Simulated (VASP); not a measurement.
All values below come from PBEsol GGA, VASP's PBE PAW potentials (set 64) (plane waves; VASP).

Input for VASP

**INCAR**
```
EDIFF = 1E-5   ! SCF stop (eV)
ENCUT = 400
LWAVE = F
NSW = 20   ! most ionic steps
PREC = Normal
LASPH = T
EDIFFG = -0.03   ! ionic stop
LREAL = F   ! projection in real space or not
IBRION = 2   ! conjugate gradients
NELM = 100
GGA = PS   ! PBEsol
ISIF = 2   ! forces and stress, cell fixed
LMAXMIX = 6
LCHARG = F
SIGMA = 0.1   ! width (eV)
ISMEAR = 1   ! Methfessel-Paxton
NELMIN = 4
ALGO = Fast   ! Davidson, then RMM-DIIS
SYSTEM = Pt
```

File KPOINTS:
```
Regular mesh
0
Gamma
 18 18 18
0 0 0
```

### POSCAR
```
Pt
1
   -0.0000000000     1.9576665735     1.9576665735
    1.9576665735    -0.0000000000     1.9576665735
    1.9576665735     1.9576665735    -0.0000000000
Pt
1
Direct
  0.0000000000   0.0000000000   0.0000000000
```

POTCAR, in this order: Pt (PBE.64 set). Program: vasp_std.

The resulting files:

OSZICAR:
```
       N       E                     dE             d eps       ncg     rms          rms(c)
DAV:   1     0.239796887628E+02    0.23980E+02   -0.47373E+03  4070   0.818E+02
DAV:   2    -0.716863834462E+01   -0.31148E+02   -0.29787E+02  3691   0.157E+02
DAV:   3    -0.741439026085E+01   -0.24575E+00   -0.24157E+00  4260   0.141E+01
DAV:   4    -0.741511230577E+01   -0.72204E-03   -0.72202E-03  3897   0.784E-01
DAV:   5    -0.741511696221E+01   -0.46564E-05   -0.46559E-05  4141   0.589E-02    0.135E+01
RMM:   6    -0.701038163797E+01    0.40474E+00   -0.52870E-01  3510   0.730E+00    0.693E+00
RMM:   7    -0.696443508783E+01    0.45947E-01   -0.10749E-01  3510   0.341E+00    0.256E+00
RMM:   8    -0.696062466499E+01    0.38104E-02   -0.14087E-02  3510   0.125E+00    0.773E-01
RMM:   9    -0.695998250274E+01    0.64216E-03   -0.17597E-03  3510   0.428E-01    0.480E-02
RMM:  10    -0.696000403263E+01   -0.21530E-04   -0.20177E-04  3430   0.126E-01    0.478E-02
RMM:  11    -0.696000411999E+01   -0.87366E-07   -0.20895E-05  2684   0.397E-02
   1 F= -.69600041E+01 E0= -.69597651E+01  d E =-.696000E+01
```

**OUTCAR**
```
------------------------ aborting loop because EDIFF is reached ----------------------------------------
  FORCE on cell =-STRESS in cart. coord.  units (eV):
  Direction    XX          YY          ZZ          XY          YZ          ZX
  --------------------------------------------------------------------------------------
  Total        0.0361116      0.0361116      0.0361116     -0.0000000     -0.0000000      0.0000000
  in kB        3.8557746      3.8557746      3.8557746     -0.0000000     -0.0000000      0.0000000
  external PRESSURE =       3.8557746 kB  Pullay stress =       0.0000000 kB
  volume of cell :       15.01
      direct lattice vectors                 reciprocal lattice vectors
     0.000000000  1.957666574  1.957666574    -0.255406108  0.255406108  0.255406108
     1.957666574  0.000000000  1.957666574     0.255406108 -0.255406108  0.255406108
     1.957666574  1.957666574  0.000000000     0.255406108  0.255406108 -0.255406108
 POSITION                                       TOTAL-FORCE (eV/Angst)
 -----------------------------------------------------------------------------------
      0.00000      0.00000      0.00000         0.000000      0.000000      0.000000
 -----------------------------------------------------------------------------------
    total drift:                               -0.000000     -0.000000     -0.000000
  FREE ENERGIE OF THE ION-ELECTRON SYSTEM (eV)
  ---------------------------------------------------
  free  energy   TOTEN  =        -6.9600041200 eV

  energy  without entropy=       -6.9592869927  energy(sigma->0) =       -6.95976508

 reached required accuracy - stopping structural energy minimisation
```
(Selected blocks of OUTCAR.)

File OUTCAR:
```
 val. band max:       11.1924976989   @ k =  -0.3333   0.3889   0.1111

 cond. band min:      11.2033588077   @ k =   0.3889   0.2222   0.0000


 Fermi energy:        11.1937441677

 k-point     1 :       0.0000    0.0000    0.0000
  band No.  band energies     occupation
      1       0.8398      2.00000
      2       7.3535      2.00000
      3       7.3535      2.00000
      4       7.3535      2.00000
      5       9.5498      2.00000
      6       9.5498      2.00000
      7      25.8042      0.00000
      8      30.7899      0.00000
      9      30.7899      0.00000

 k-point     2 :       0.0556    0.0000    0.0000
  band No.  band energies     occupation
      1       0.9650      2.00000
      2       7.2965      2.00000
      3       7.4039      2.00000
      4       7.4039      2.00000
      5       9.5210      2.00000
      6       9.5210      2.00000
      7      26.0012      0.00000
      8      30.1154      0.00000
      9      30.9833      0.00000

 k-point     3 :       0.1111    0.0000    0.0000
  band No.  band energies     occupation
      1       1.3292      2.00000
      2       7.1496      2.00000
      3       7.5359      2.00000
      4       7.5359      2.00000
      5       9.4591      2.00000
      6       9.4591      2.00000
      7      26.5381      0.00000
      8      28.7062      0.00000
      9      31.5455      0.00000

 k-point     4 :       0.1667    0.0000    0.0000
  band No.  band energies     occupation
      1       1.8932      2.00000
      2       6.9848      2.00000
      3       7.6850      2.00000
      4       7.6850      2.00000
      5       9.4413      2.00000
      6       9.4414      2.00000
      7      27.0822      0.00000
      8      27.2406      0.00000
      9      32.4193      0.00000

 k-point     5 :       0.2222    0.0000    0.0000
  band No.  band energies     occupation
      1       2.5688      2.00000
      2       6.9241      2.00000
      3       7.7506      2.00000
...
```

Unless said otherwise, spin-orbit coupling is left out, though it shifts the bands of the heavy elements here.

The compound is Pt in the fcc structure. It was relaxed first.
